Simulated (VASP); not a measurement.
Calculation: PBEsol GGA, VASP's PBE PAW potentials (set 64) (plane waves; VASP).

VASP ran on this input.

File KPOINTS:
```
K-points
0
gamma
14 14 14
0 0 0
```

**INCAR**
```
! general
SYSTEM =Ta
PREC   =Accurate
ENCUT  =400
LREAL  =.False.
LASPH  =.True.

! electronic loop
EDIFF  =1E-6   ! SCF stop (eV)
NELM   =100
ALGO   =Normal   ! blocked Davidson
LMAXMIX=6

! smearing
ISMEAR =1
SIGMA  =0.1   ! width (eV)

! functional
GGA    =PS

! ions
IBRION =2   ! conjugate gradients
NSW    =60   ! most ionic steps
ISIF   =3   ! ions, shape and volume
EDIFFG =-0.01

! output
LWAVE  =.False.
LCHARG =.False.
```

File POSCAR:
```
Ta
1
   -1.6500000000     1.6500000000     1.6500000000
    1.6500000000    -1.6500000000     1.6500000000
    1.6500000000     1.6500000000    -1.6500000000
Ta
1
Direct
  0.0000000000   0.0000000000   0.0000000000
```

POTCAR, in this order: Ta_pv (PBE.64 set). Program: vasp_std.

The resulting files:

OSZICAR:
```
       N       E                     dE             d eps       ncg     rms          rms(c)
DAV:   1     0.366944641753E+02    0.36694E+02   -0.58531E+03  1880   0.968E+02
DAV:   2    -0.124614799213E+02   -0.49156E+02   -0.48410E+02  2352   0.220E+02
DAV:   3    -0.130585268960E+02   -0.59705E+00   -0.56162E+00  2211   0.242E+01
DAV:   4    -0.130615838211E+02   -0.30569E-02   -0.30483E-02  2107   0.154E+00
DAV:   5    -0.130616025794E+02   -0.18758E-04   -0.18757E-04  2163   0.101E-01    0.139E+01
DAV:   6    -0.126744588724E+02    0.38714E+00   -0.43159E-01  1944   0.782E+00    0.675E+00
DAV:   7    -0.125567379937E+02    0.11772E+00   -0.33106E-01  1966   0.647E+00    0.379E-01
DAV:   8    -0.125546957485E+02    0.20422E-02   -0.17164E-03  2066   0.514E-01    0.828E-02
DAV:   9    -0.125546654971E+02    0.30251E-04   -0.12045E-04  2057   0.147E-01    0.309E-02
DAV:  10    -0.125546633384E+02    0.21587E-05   -0.25676E-06  1905   0.249E-02    0.125E-02
DAV:  11    -0.125546640613E+02   -0.72287E-06   -0.74781E-08   984   0.294E-03
   1 F= -.12554664E+02 E0= -.12554794E+02  d E =-.125547E+02
       N       E                     dE             d eps       ncg     rms          rms(c)
DAV:   1    -0.127077342123E+02   -0.15307E+00   -0.54597E+00  1902   0.338E+01    0.384E+00
DAV:   2    -0.125725042222E+02    0.13523E+00   -0.17767E-01  1901   0.557E+00    0.131E+00
DAV:   3    -0.125403719613E+02    0.32132E-01   -0.10177E-01  1929   0.403E+00    0.526E-01
DAV:   4    -0.125408920370E+02   -0.52008E-03   -0.12675E-03  2165   0.388E-01    0.585E-02
DAV:   5    -0.125408656836E+02    0.26353E-04   -0.16342E-04  1955   0.160E-01    0.281E-02
DAV:   6    -0.125408686957E+02   -0.30121E-05   -0.10094E-06  1793   0.132E-02    0.292E-03
DAV:   7    -0.125408684296E+02    0.26608E-06   -0.23445E-08   972   0.173E-03
   2 F= -.12540868E+02 E0= -.12540914E+02  d E =0.137956E-01
       N       E                     dE             d eps       ncg     rms          rms(c)
DAV:   1    -0.126423567489E+02   -0.10149E+00   -0.28905E+00  1902   0.253E+01    0.269E+00
DAV:   2    -0.125726958852E+02    0.69661E-01   -0.96717E-02  1906   0.392E+00    0.921E-01
DAV:   3    -0.125571014455E+02    0.15594E-01   -0.50243E-02  1937   0.275E+00    0.329E-01
DAV:   4    -0.125573204523E+02   -0.21901E-03   -0.64933E-04  2136   0.279E-01    0.319E-02
DAV:   5    -0.125573208058E+02   -0.35353E-06   -0.39780E-05  1963   0.738E-02    0.193E-02
DAV:   6    -0.125573197937E+02    0.10121E-05   -0.84659E-07  1387   0.113E-02    0.144E-03
DAV:   7    -0.125573199973E+02   -0.20360E-06   -0.38999E-08   959   0.234E-03
   3 F= -.12557320E+02 E0= -.12557451E+02  d E =-.265594E-02
```

OUTCAR:
```
------------------------ aborting loop because EDIFF is reached ----------------------------------------
  FORCE on cell =-STRESS in cart. coord.  units (eV):
  Direction    XX          YY          ZZ          XY          YZ          ZX
  --------------------------------------------------------------------------------------
  Total       -0.0043471     -0.0043471     -0.0043471     -0.0000000     -0.0000000      0.0000000
  in kB       -0.3933714     -0.3933714     -0.3933714     -0.0000000     -0.0000000      0.0000000
  external PRESSURE =      -0.3933714 kB  Pullay stress =       0.0000000 kB
  volume of cell :       17.71
      direct lattice vectors                 reciprocal lattice vectors
    -1.641915282  1.641915282  1.641915282     0.000000000  0.304522411  0.304522411
     1.641915282 -1.641915282  1.641915282     0.304522411  0.000000000  0.304522411
     1.641915282  1.641915282 -1.641915282     0.304522411  0.304522411  0.000000000
 POSITION                                       TOTAL-FORCE (eV/Angst)
 -----------------------------------------------------------------------------------
      0.00000      0.00000      0.00000        -0.000000      0.000000      0.000000
 -----------------------------------------------------------------------------------
    total drift:                                0.000000     -0.000000      0.000000
  FREE ENERGIE OF THE ION-ELECTRON SYSTEM (eV)
  ---------------------------------------------------
  free  energy   TOTEN  =       -12.5573199973 eV

  energy  without entropy=      -12.5577141406  energy(sigma->0) =      -12.55745138

 reached required accuracy - stopping structural energy minimisation
```
(Selected blocks of OUTCAR.)

File CONTCAR:
```
Ta
   1.00000000000000
    -1.6419152816043774    1.6419152816043774    1.6419152816043774
     1.6419152816043774   -1.6419152816043774    1.6419152816043774
     1.6419152816043774    1.6419152816043774   -1.6419152816043774
  Ta
     1
Direct
     0.0000000000000000    0.0000000000000000    0.0000000000000000
```

**OUTCAR**
```
 val. band max:        5.3988234218   @ k =  -0.3571   0.3571   0.0714

 cond. band min:       5.4417310684   @ k =   0.0714   0.0714   0.0714


 Fermi energy:         5.4183378288

 k-point     1 :       0.0000    0.0000    0.0000
  band No.  band energies     occupation
      1     -27.5053      2.00000
      2     -27.5053      2.00000
      3     -27.5053      2.00000
      4      -2.5352      2.00000
      5       6.1744     -0.00000
      6       6.1744     -0.00000
      7       6.1744     -0.00000
      8       9.5076      0.00000
      9       9.5076      0.00000

 k-point     2 :       0.0714    0.0000    0.0000
  band No.  band energies     occupation
      1     -27.5729      2.00000
      2     -27.5260      2.00000
      3     -27.5057      2.00000
      4      -2.3021      2.00000
      5       6.0233     -0.00000
      6       6.1290     -0.00000
      7       6.4034     -0.00000
      8       9.2674      0.00000
      9       9.5082      0.00000

 k-point     3 :       0.1429    0.0000    0.0000
  band No.  band energies     occupation
      1     -27.7586      2.00000
      2     -27.5834      2.00000
      3     -27.5069      2.00000
      4      -1.6449      2.00000
      5       5.6286     -0.01134
      6       5.9175     -0.00000
      7       7.0787     -0.00000
      8       8.8815      0.00000
      9       9.5306      0.00000

 k-point     4 :       0.2143    0.0000    0.0000
  band No.  band energies     occupation
      1     -28.0179      2.00000
      2     -27.6654      2.00000
      3     -27.5086      2.00000
      4      -0.7020      2.00000
      5       5.1182      2.00019
      6       5.5203     -0.05402
      7       8.1638      0.00000
      8       8.8148      0.00000
      9       9.6188      0.00000

 k-point     5 :       0.2857    0.0000    0.0000
  band No.  band energies     occupation
      1     -28.2946      2.00000
      2     -27.7549      2.00000
      3     -27.5104      2.00000
...
```

Unless said otherwise, spin-orbit coupling is left out, though it shifts the bands of the heavy elements here.

The compound is Ta in the bcc structure. This run relaxes it. Symmetry was kept, so distortions that lower it aren't found.
